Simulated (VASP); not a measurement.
VASP input:

KPOINTS:
```
Automatic mesh
0
Gamma
4 4 4
0 0 0
```

POSCAR:
```
PbO
1
    0.0000000000     3.9800000000     0.0000000000
    3.9800000000     0.0000000000     0.0000000000
    0.0000000000     0.0000000000     5.0200000000
Pb O
2 2
Direct
  0.0000000000   0.5000000000   0.7650000000
  0.5000000000   0.0000000000   0.2350000000
  0.5000000000   0.5000000000   0.0000000000
  0.0000000000   0.0000000000   0.0000000000
```

### INCAR
```
SYSTEM = PbO
PREC = Accurate
ENCUT = 520
EDIFF = 1E-6
NELM = 100
ALGO = Normal
LREAL = .FALSE.
LASPH = .TRUE.
ISMEAR = 0
SIGMA = 0.05
GGA = PE
LMAXMIX = 4
LWAVE = .FALSE.
LCHARG = .FALSE.
ISIF = 2
```

POTCAR, in this order: Pb_d O (PBE.64 set). Program: vasp_std.

Output of the run:

### standard output
```
 -----------------------------------------------------------------------------
|                                                                             |
|     EEEEEEE  RRRRRR   RRRRRR   OOOOOOO  RRRRRR      ###     ###     ###     |
|     E        R     R  R     R  O     O  R     R     ###     ###     ###     |
|     E        R     R  R     R  O     O  R     R     ###     ###     ###     |
|     EEEEE    RRRRRR   RRRRRR   O     O  RRRRRR       #       #       #      |
|     E        R   R    R   R    O     O  R   R                               |
|     E        R    R   R    R   O     O  R    R      ###     ###     ###     |
|     EEEEEEE  R     R  R     R  OOOOOOO  R     R     ###     ###     ###     |
|                                                                             |
|     ERROR: the triple product of the basis vectors is negative exchange     |
|     two basis vectors                                                       |
|                                                                             |
|       ---->  I REFUSE TO CONTINUE WITH THIS SICK JOB ... BYE!!! <----       |
|                                                                             |
 -----------------------------------------------------------------------------
```

Question: Read the log: what went wrong, and how is it fixed?

Answer: The cause: the lattice vectors form a left-handed set. VASP stops with an error: ERROR: the triple product of the basis vectors is negative exchange two basis vectors ----> I REFUSE TO CONTINUE WITH THIS SICK JOB ... BYE!!! <---- To mend it, correct POSCAR.
POSCAR:
```
PbO
1
    3.9800000000     0.0000000000     0.0000000000
    0.0000000000     3.9800000000     0.0000000000
    0.0000000000     0.0000000000     5.0200000000
Pb O
2 2
Direct
  0.5000000000   0.0000000000   0.7650000000
  0.0000000000   0.5000000000   0.2350000000
  0.5000000000   0.5000000000   0.0000000000
  0.0000000000   0.0000000000   0.0000000000
```
The mended run (PBE GGA, plane waves, VASP's PBE PAW potentials (set 64)) converges, and its OSZICAR ends with
```
   1 F= -.21412174E+02 E0= -.21412174E+02  d E =-.168844E-12
```

The compound is PbO in the litharge structure. The cell was not relaxed at this level.
